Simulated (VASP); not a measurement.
Consider the following.

```yaml
crystal:
  lattice:
    - [5.66810, 0.00000, 0.00000]
    - [0.00000, 3.21468, 0.00000]
    - [0.00000, 0.00000, 6.46872]
  atoms:
    - { symbol: Rh, position: [0.99508, 0.75000, 0.20153] }
    - { symbol: Rh, position: [0.00492, 0.25000, 0.79847] }
    - { symbol: Rh, position: [0.50492, 0.25000, 0.70153] }
    - { symbol: Rh, position: [0.49508, 0.75000, 0.29847] }
    - { symbol: Ge, position: [0.80871, 0.75000, 0.56065] }
    - { symbol: Ge, position: [0.19129, 0.25000, 0.43935] }
    - { symbol: Ge, position: [0.69129, 0.25000, 0.06065] }
    - { symbol: Ge, position: [0.30871, 0.75000, 0.93935] }
```

The numbers are results of PBEsol GGA, VASP's PBE PAW potentials (set 64) (plane waves; VASP 6.6.1), not measurements. Run with 400 eV cut-off, 6×11×6 Γ-centred mesh, tetrahedra with Blöchl corrections, potentials Rh_pv Ge_d.

Q: Estimate the energy per atom (σ→0), band gap (on the k-mesh) with the smallest direct gap where there is one.

A: 
The band gap (on the k-mesh) is none (metal, semimetal or under 0.01 eV) and the energy per atom (σ→0) is -7.118 eV/atom.

Total energies compare only between runs with the same potentials, cut-off and functional.

The structure comes from a measured GeRh entry (Pnma) of the Crystallography Open Database, whose conditions weren't checked. It was relaxed first.
